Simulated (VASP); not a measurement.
Data:

```yaml
crystal:
  lattice:
    - [4.21795, 0.00000, 0.00000]
    - [-2.10897, 3.65285, 0.00000]
    - [0.00000, 0.00000, 2.47889]
  atoms:
    - { symbol: Ni, position: [0.00000, 0.00000, 0.00000] }
    - { symbol: Si, position: [0.33333, 0.66667, 0.50000] }
    - { symbol: Si, position: [0.66667, 0.33333, 0.50000] }
```

Calculation: r2SCAN meta-GGA with spin-orbit coupling, VASP's PBE PAW potentials (set 64) (plane waves; VASP). Numerical set-up: 400 eV cut-off, 8×8×11 Γ-centred mesh, Gaussian smearing of 0.050 eV, potentials Ni Si.

### Question
Give the energies of bands 11 to 24 at the high-symmetry points, in eV from the Fermi level.

### Answer

```
band      Γ      M      K      A      L      H
----  -----  -----  -----  -----  -----  -----
11    -1.91  -2.37  -2.42  -2.12  -1.75  -2.16
12    -1.91  -2.37  -2.42  -2.12  -1.75  -2.16
13    -1.85  -1.12  -1.12  -0.56  -1.61  -1.49
14    -1.85  -1.12  -1.12  -0.56  -1.61  -1.49
15    -1.08  -1.02  -1.02  -0.53  -0.99  -1.30
16    -1.08  -1.02  -1.02  -0.53  -0.99  -1.30
17    -0.99  -0.61   1.80  -0.46  -0.02  -1.24
18    -0.99  -0.61   1.80  -0.46  -0.02  -1.24
19    -0.19   4.53   1.84  -0.07   0.59  -1.15
20    -0.19   4.53   1.84  -0.07   0.59  -1.15
21    -0.04   5.54   1.86   3.42   1.07   1.73
22    -0.04   5.54   1.86   3.42   1.07   1.73
23     2.95   5.56   8.88   5.21   1.85   5.08
24     2.95   5.56   8.88   5.21   1.85   5.08
```

It has no gap at this level: it comes out as a metal or semimetal.

The structure was generated: Si2Ni was put into the AlB2 type (P6/mmm), which need not be its known phase. It was relaxed first, which changed the volume by -48 %.
